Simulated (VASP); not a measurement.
The system is MoS2.

```
Mo S
1.0
     3.16100    0.00000    0.00000
    -1.58050    2.73751    0.00000
     0.00000    0.00000   13.77040
Mo S
2 4
Cartesian
  0.0000 1.8250 3.4426
  1.5805 0.9125 10.3278
  1.5805 0.9125 5.0076
  1.5805 0.9125 1.8776
  0.0000 1.8250 11.8928
  0.0000 1.8250 8.7628
```

The cell was built by a generator and needn't be a form met in nature.

Base run:

* Program: VASP 6.6.1
* Functional: PBE
* Dispersion: TS
* Potentials or basis: VASP PAW PBE potentials, release 64 (Mo_sv, S)
* Cutoff: 520 eV
* k mesh: 8 × 8 × 2
* Occupations: fermi-dirac, width 0.05 eV
* Spin: no spin polarisation

Its results: band gap on the k mesh 1.52 eV, indirect (least direct gap 2.02 eV); pressure -0.8 GPa; largest force 0.111 eV/Å.

Q: The run is repeated on the same cell with these changes: dispersion from TS to D3(BJ). What comes out?

A: Band gap on the k mesh 1.52 eV, indirect (least direct gap 2.02 eV); pressure -1.3 GPa; largest force 0.059 eV/Å.

A k mesh can miss the band edges.
